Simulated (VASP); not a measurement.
**BiPS3: single point with PBE**

Crystal: BiPS3.

```
S P Bi
1.0
     6.30748    0.00000    0.00000
    -3.07728    5.51744    0.00000
    -1.94420   -1.97481    6.63366
S P Bi
6 2 2
Direct
  0.07610 0.33450 0.19010
  0.92390 0.66550 0.80990
  0.28830 0.25430 0.73680
  0.71170 0.74570 0.26320
  0.50240 0.14010 0.28040
  0.49760 0.85990 0.71960
  0.45460 0.43750 0.33120
  0.54540 0.56250 0.66880
  0.88220 0.25110 0.66100
  0.11780 0.74890 0.33900
```

The cell was built by a generator and needn't be a form met in nature.

```
Program                : VASP 6.6.1
Task                   : single point
Functional             : PBE
Potentials or basis    : VASP PAW PBE potentials, release 64 (S, P, Bi_d)
Cutoff                 : 520 eV
k mesh                 : 4 × 4 × 3, shifted
Occupations            : fermi-dirac, width 0.1 eV
Spin                   : no spin polarisation
Dipole correction      : no
Further INCAR settings : ALGO = Fast; EDIFF = 1e-07; NBANDS = 49
```

- Pressure: 9.9 GPa
- Largest force: 2.616 eV/Å
- Band gap on the k mesh: none (metal or under the smearing width)

Forces on the atoms (eV/Å):
```
S    0.823 -1.158 -0.620
S   -0.823  1.158  0.620
S    2.518 -0.385  0.595
S   -2.518  0.385 -0.595
S    0.397  1.059 -0.558
S   -0.397 -1.059  0.558
P   -0.295  0.061 -0.047
P    0.295 -0.061  0.047
Bi  -0.296  0.332 -0.664
Bi   0.296 -0.332  0.664
```

Stress tensor (GPa, compression positive):
```
15.87 -0.40  2.33
-0.40  9.63  1.01
 2.33  1.01  4.20
```

Levels at points of the mesh, in eV from the Fermi level:
```csv
k point,band 35,band 36,band 37,band 38,band 39,band 40,band 41,band 42
"(0.00, 0.12, 0.17)",-3.06,-2.11,-1.80,0.05,0.71,0.90,1.01,1.34
```

Wall time 3.9 min on 1 thread of Intel(R) Xeon(R) 6975P-C (Granite Rapids) (shared host), peak memory 0.47 GiB.

Caveat: spin-orbit coupling is left out, which moves the levels of the heavy elements; forces of over 1 eV/Å show positions far from the minimum, so gaps and moduli don't describe the material at rest.
